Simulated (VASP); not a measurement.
These are LDA (Ceperley-Alder, Perdew-Zunger), VASP's LDA PAW potentials (set 64) (plane waves; VASP) values and carry that method's errors.

A VASP calculation is set up with these files.

**INCAR**
```
EDIFF=1E-7   # SCF stop (eV)
LREAL=.FALSE.   # projection in real space or not
ISIF=2
ALGO=Normal
PREC=Accurate
SYSTEM=NaI
ENCUT=520   # plane-wave cut-off (eV)
LMAXMIX=4   # l cut-off of mixed one-centre charges
LCHARG=.FALSE.
SIGMA=0.05
NELM=100
LWAVE=.FALSE.
ISMEAR=0   # Gaussian
LASPH=.TRUE.   # aspherical one-centre terms
```

KPOINTS:
```
Automatic
0
G
 7 7 7
```

### POSCAR
```
NaI
1
    0.0000000000     3.1621935241     3.1621935241
    3.1621935241     0.0000000000     3.1621935241
    3.1621935241     3.1621935241     0.0000000000
Na I
1 1
Direct
  0.0000000000   0.0000000000   0.0000000000
  0.5000000000   0.5000000000   0.5000000000
```

POTCAR, in this order: Na_pv I (LDA.64 set). Program: vasp_std.

**Question.** What will the output report for the number of irreducible k-points (NKPTS), largest plane-wave count, number of space-group operations, FFT grid (NGX, NGY, NGZ)?

**Answer.** 
| Item | Value |
|---|---|
| number of irreducible k-points (NKPTS) | 20 |
| largest plane-wave count | 1721 |
| number of space-group operations | 48 |
| FFT grid (NGX, NGY, NGZ) | 36 × 36 × 36 |

The compound is NaI in the rock salt structure. This cell is one point of a volume scan, at 1.03 of the reference volume.
